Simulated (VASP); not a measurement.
All values below come from revTPSS meta-GGA, VASP's PBE PAW potentials (set 64) (plane waves; VASP).

VASP ran on this input.

INCAR:
```
! general
SYSTEM  = CuAu
PREC    = Accurate
ENCUT   = 520   ! plane-wave cut-off (eV)
LREAL   = F   ! projection in real space or not
LASPH   = T   ! aspherical one-centre terms

! electronic loop
EDIFF   = 1E-7   ! SCF stop (eV)
NELM    = 100   ! most electronic steps
ALGO    = Normal   ! blocked Davidson
LMAXMIX = 6   ! l cut-off of mixed one-centre charges
LMIXTAU = T

! smearing
ISMEAR  = -5   ! tetrahedra, Bloechl

! functional
METAGGA = RTPSS

! ions
ISIF    = 2   ! forces and stress, cell fixed

! output
LWAVE   = F
LCHARG  = F
LORBIT  = 11   ! lm-projected
NEDOS   = 601
```

File KPOINTS:
```
Automatic mesh
0
Gamma
14 14 12
0 0 0
```

### KPOINTS_OPT
```
k-points along high-symmetry lines
6
Line-mode
Reciprocal
  0.000000   0.000000   0.000000 ! GAMMA
  0.000000   0.500000   0.000000 ! X

  0.000000   0.500000   0.000000 ! X
  0.500000   0.500000   0.000000 ! M

  0.500000   0.500000   0.000000 ! M
  0.000000   0.000000   0.000000 ! GAMMA

  0.000000   0.000000   0.000000 ! GAMMA
  0.000000   0.000000   0.500000 ! Z

  0.000000   0.000000   0.500000 ! Z
  0.000000   0.500000   0.500000 ! R

  0.000000   0.500000   0.500000 ! R
  0.500000   0.500000   0.500000 ! A

  0.500000   0.500000   0.500000 ! A
  0.000000   0.000000   0.500000 ! Z

  0.000000   0.500000   0.000000 ! X
  0.000000   0.500000   0.500000 ! R

  0.500000   0.500000   0.000000 ! M
  0.500000   0.500000   0.500000 ! A
```

**POSCAR**
```
CuAu
7.0770940
  0.4002995491   0.0000000000   0.0000000000
  0.0000000000   0.4002995491   0.0000000000
  0.0000000000   0.0000000000   0.4999999684
Cu Au
1 1
Cart
  0.0000000000   0.0000000000   0.0000000000
  0.2001497746   0.2001497746   0.2499999842
```

POTCAR, in this order: Cu Au (PBE.64 set). Program: vasp_std.

The resulting files:

**OSZICAR**
```
       N       E                     dE             d eps       ncg     rms          rms(c)
DAV:   1     0.223606952224E+03    0.22361E+03   -0.13814E+04  7727   0.266E+03
DAV:   2     0.583995422118E+02   -0.16521E+03   -0.15903E+03  7784   0.455E+02
DAV:   3     0.450999809935E+02   -0.13300E+02   -0.13094E+02  9415   0.168E+02
DAV:   4     0.448691612789E+02   -0.23082E+00   -0.23039E+00  9934   0.235E+01
DAV:   5     0.448624928172E+02   -0.66685E-02   -0.66688E-02 11825   0.355E+00    0.142E+01
DAV:   6     0.395596605488E+02   -0.53028E+01   -0.23549E+01  9304   0.969E+01    0.435E+00
DAV:   7     0.384475055629E+02   -0.11122E+01   -0.55579E+00  9855   0.793E+01    0.690E+00
DAV:   8     0.386140327093E+02    0.16653E+00   -0.15283E+00 10249   0.328E+01    0.231E+00
DAV:   9     0.387446148781E+02    0.13058E+00   -0.18214E-01  7959   0.731E+00    0.173E+00
DAV:  10     0.387315948009E+02   -0.13020E-01   -0.86151E-02  8037   0.889E+00    0.140E+00
DAV:  11     0.387693910748E+02    0.37796E-01   -0.15428E-01  8115   0.730E+00    0.124E-01
DAV:  12     0.387698834152E+02    0.49234E-03   -0.12732E-03 11585   0.684E-01    0.884E-02
DAV:  13     0.387698546841E+02   -0.28731E-04   -0.21273E-03  8887   0.131E+00    0.831E-02
DAV:  14     0.387698387949E+02   -0.15889E-04   -0.86485E-04  8505   0.913E-01    0.822E-03
DAV:  15     0.387698503216E+02    0.11527E-04   -0.11823E-05 11447   0.571E-02    0.303E-03
DAV:  16     0.387698471471E+02   -0.31745E-05   -0.85307E-07  9796   0.147E-02    0.222E-03
DAV:  17     0.387698450861E+02   -0.20610E-05   -0.35424E-07  7935   0.180E-02    0.142E-03
DAV:  18     0.387698458880E+02    0.80187E-06   -0.13119E-07  6039   0.797E-03    0.513E-04
DAV:  19     0.387698461008E+02    0.21283E-06   -0.23591E-08  4326   0.240E-03    0.305E-04
DAV:  20     0.387698463135E+02    0.21274E-06   -0.28611E-09  4221   0.142E-03    0.135E-04
DAV:  21     0.387698463968E+02    0.83259E-07   -0.15047E-09  4151   0.829E-04
   1 F= 0.38769846E+02 E0= 0.38769846E+02  d E =0.000000E+00
       N       E                     dE             ncg
```

OUTCAR:
```
------------------------ aborting loop because EDIFF is reached ----------------------------------------
  FORCE on cell =-STRESS in cart. coord.  units (eV):
  Direction    XX          YY          ZZ          XY          YZ          ZX
  --------------------------------------------------------------------------------------
  Total       -0.1004964     -0.1004964      0.0379183      0.0000000      0.0000000      0.0000000
  in kB       -5.6696479     -5.6696479      2.1392162      0.0000000      0.0000000      0.0000000
  external PRESSURE =      -3.0666932 kB  Pullay stress =       0.0000000 kB
  volume of cell :       28.40
      direct lattice vectors                 reciprocal lattice vectors
     2.832957537  0.000000000  0.000000000     0.352987995  0.000000000  0.000000000
     0.000000000  2.832957537  0.000000000     0.000000000  0.352987995  0.000000000
     0.000000000  0.000000000  3.538546776     0.000000000  0.000000000  0.282601888
 POSITION                                       TOTAL-FORCE (eV/Angst)
 -----------------------------------------------------------------------------------
      0.00000      0.00000      0.00000         0.000000      0.000000      0.000000
      1.41648      1.41648      1.76927         0.000000      0.000000      0.000000
 -----------------------------------------------------------------------------------
    total drift:                                0.000000      0.000000     -0.000000
  FREE ENERGIE OF THE ION-ELECTRON SYSTEM (eV)
  ---------------------------------------------------
  free  energy   TOTEN  =        38.7698463968 eV

  energy  without entropy=       38.7698463968  energy(sigma->0) =       38.76984640

 total charge

# of ion       s       p       d       tot
------------------------------------------
    1        0.372   0.344   9.229   9.944
    2        0.627   0.452   8.690   9.770
--------------------------------------------------
tot          0.999   0.796  17.919  19.714
```
(Selected blocks of OUTCAR.)

For a metal the tetrahedron method with Blöchl corrections gives inexact stress and forces.

The compound is CuAu in the L1_0 structure. It was relaxed first.
